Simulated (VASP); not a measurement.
Calculation: PBEsol GGA, VASP's PBE PAW potentials (set 64) (plane waves; VASP 6.6.1).

The input files of a VASP run:

**KPOINTS**
```
Automatic mesh
0
gamma
8 8 8
```

**INCAR**
```
! general
SYSTEM =GaAs
PREC   =Accurate
ENCUT  =520
LREAL  =F
LASPH  =T

! electronic loop
EDIFF  =1E-7
NELM   =100
ALGO   =Normal
LMAXMIX=4

! smearing
ISMEAR =0
SIGMA  =0.05

! functional
GGA    =PS

! ions
ISIF   =2

! output
LWAVE  =F
LCHARG =F
```

File POSCAR:
```
GaAs
5.6626630
  0.0000000000   0.4999999797   0.4999999797
  0.4999999797   0.0000000000   0.4999999797
  0.4999999797   0.4999999797   0.0000000000
Ga As
1 1
Direct
  0.0000000000   0.0000000000   0.0000000000
  0.2500000000   0.2500000000   0.2500000000
```

POTCAR, in this order: Ga_d As (PBE.64 set). Program: vasp_std.

The run wrote:

**OSZICAR**
```
       N       E                     dE             d eps       ncg     rms          rms(c)
DAV:   1     0.814774226821E+02    0.81477E+02   -0.92686E+03   762   0.190E+03
DAV:   2    -0.256645574793E+01   -0.84044E+02   -0.80747E+02   814   0.336E+02
DAV:   3    -0.916802508030E+01   -0.66016E+01   -0.65569E+01   934   0.769E+01
DAV:   4    -0.928409688199E+01   -0.11607E+00   -0.11602E+00   856   0.113E+01
DAV:   5    -0.928647848665E+01   -0.23816E-02   -0.23815E-02   948   0.141E+00    0.293E+00
DAV:   6    -0.912118848110E+01    0.16529E+00   -0.27641E-01  1169   0.113E+01    0.173E+00
DAV:   7    -0.908915176594E+01    0.32037E-01   -0.68989E-02  1099   0.247E+00    0.535E-01
DAV:   8    -0.908728210183E+01    0.18697E-02   -0.96507E-03   879   0.138E+00    0.991E-02
DAV:   9    -0.908745117487E+01   -0.16907E-03   -0.78098E-04   943   0.393E-01    0.448E-02
DAV:  10    -0.908747918827E+01   -0.28013E-04   -0.55826E-05  1028   0.837E-02    0.240E-02
DAV:  11    -0.908750010668E+01   -0.20918E-04   -0.26658E-05   849   0.588E-02    0.220E-03
DAV:  12    -0.908750015180E+01   -0.45123E-07   -0.88685E-07   912   0.161E-02
   1 F= -.90875002E+01 E0= -.90875002E+01  d E =-.588492E-11
```

### OUTCAR
```
------------------------ aborting loop because EDIFF is reached ----------------------------------------
  FORCE on cell =-STRESS in cart. coord.  units (eV):
  Direction    XX          YY          ZZ          XY          YZ          ZX
  --------------------------------------------------------------------------------------
  Total       -0.0022602     -0.0022602     -0.0022602      0.0000000      0.0000000      0.0000000
  in kB       -0.0797729     -0.0797729     -0.0797729      0.0000000      0.0000000      0.0000000
  external PRESSURE =      -0.0797729 kB  Pullay stress =       0.0000000 kB
  volume of cell :       45.39
      direct lattice vectors                 reciprocal lattice vectors
     0.000000000  2.831331385  2.831331385    -0.176595365  0.176595365  0.176595365
     2.831331385  0.000000000  2.831331385     0.176595365 -0.176595365  0.176595365
     2.831331385  2.831331385  0.000000000     0.176595365  0.176595365 -0.176595365
  FREE ENERGIE OF THE ION-ELECTRON SYSTEM (eV)
  ---------------------------------------------------
  free  energy   TOTEN  =        -9.0875001518 eV

  energy  without entropy=       -9.0875001518  energy(sigma->0) =       -9.08750015
```
(Selected blocks of OUTCAR.)

The compound is GaAs in the zinc blende structure. It was relaxed first.
